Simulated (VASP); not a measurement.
OSZICAR of a VASP run on TiO2 (anatase):

OSZICAR:
```
       N       E                     dE             d eps       ncg     rms          rms(c)
DAV:   1     0.686078610436E+03    0.68608E+03   -0.25042E+04  4200   0.198E+03
DAV:   2     0.455796320972E+02   -0.64050E+03   -0.61935E+03  4664   0.577E+02
DAV:   3    -0.657568719637E+02   -0.11134E+03   -0.10960E+03  6400   0.214E+02
DAV:   4    -0.709615447260E+02   -0.52047E+01   -0.52001E+01  5856   0.492E+01
DAV:   5    -0.711770569688E+02   -0.21551E+00   -0.21546E+00  5828   0.803E+00    0.325E+01
DAV:   6    -0.543711837957E+02    0.16806E+02   -0.12068E+02  5384   0.104E+02    0.121E+01
DAV:   7    -0.539432837258E+02    0.42790E+00   -0.17520E+01  5472   0.330E+01    0.798E+00
DAV:   8    -0.540077998023E+02   -0.64516E-01   -0.41118E+00  5376   0.190E+01    0.393E+00
DAV:   9    -0.538442839735E+02    0.16352E+00   -0.14888E+00  5608   0.107E+01    0.104E+00
DAV:  10    -0.538555788029E+02   -0.11295E-01   -0.96686E-02  4948   0.245E+00    0.321E-01
DAV:  11    -0.538537731653E+02    0.18056E-02   -0.12252E-02  5148   0.715E-01    0.694E-02
DAV:  12    -0.538539408657E+02   -0.16770E-03   -0.10894E-03  5736   0.301E-01    0.898E-02
DAV:  13    -0.538538755470E+02    0.65319E-04   -0.43071E-04  5860   0.171E-01    0.134E-02
DAV:  14    -0.538538796656E+02   -0.41186E-05   -0.17230E-05  5284   0.313E-02    0.526E-03
DAV:  15    -0.538538801741E+02   -0.50851E-06   -0.22719E-06  6148   0.148E-02    0.243E-03
DAV:  16    -0.538538802117E+02   -0.37625E-07   -0.50329E-07  4368   0.758E-03
   1 F= -.54851711E+02 E0= -.54851711E+02  d E =0.000000E+00
```

Which electronic solver shows in the log?

It is blocked Davidson (ALGO = Normal, or the opening steps of other solvers). The INCAR had ALGO = Normal.

Can the final energy be trusted as converged?

Self-consistency was reached. It stopped with EDIFF = 1E-7, NELM = 100 (PBE GGA with D3 dispersion (zero damping), plane waves, VASP's PBE PAW potentials (set 64)).

The compound is TiO2 in the anatase structure, one of several forms; rutile is the usual stable one. It was relaxed first.
